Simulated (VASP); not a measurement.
Here is the system:

```
C
1.0
    0.00000     1.78672     1.78672
    1.78672     0.00000     1.78672
    1.78672     1.78672     0.00000
C
2
Direct
  0.00000   0.00000   0.00000
  0.25000   0.25000   0.25000
```

The numbers are results of PBE GGA, VASP's PBE PAW potentials (set 64) (plane waves; VASP), not measurements. Settings: 650 eV cut-off, 11×11×11 Γ-centred mesh, Gaussian smearing of 0.050 eV, potentials C.

Question: Give the elastic stiffness tensor with the ions relaxed (GPa, in the frame of the cell).

Answer: 
|  | xx | yy | zz | yz | xz | xy |
|---|---|---|---|---|---|---|
| xx | 1050 | 123 | 123 | 0.0 | 0.0 | 0.0 |
| yy | 123 | 1050 | 123 | 0.0 | 0.0 | 0.0 |
| zz | 123 | 123 | 1050 | 0.0 | 0.0 | 0.0 |
| yz | 0.0 | 0.0 | 0.0 | 558 | 0.0 | 0.0 |
| xz | 0.0 | 0.0 | 0.0 | 0.0 | 558 | 0.0 |
| xy | 0.0 | 0.0 | 0.0 | 0.0 | 0.0 | 558 |

Question: Predict the Hill bulk modulus, Hill shear modulus, Young's modulus, Poisson's ratio.

Answer: 
- Hill bulk modulus = 432 GPa
- Hill shear modulus = 518 GPa
- Young's modulus = 1110 GPa
- Poisson's ratio = 0.072

The compound is C in the diamond structure. It was relaxed first.
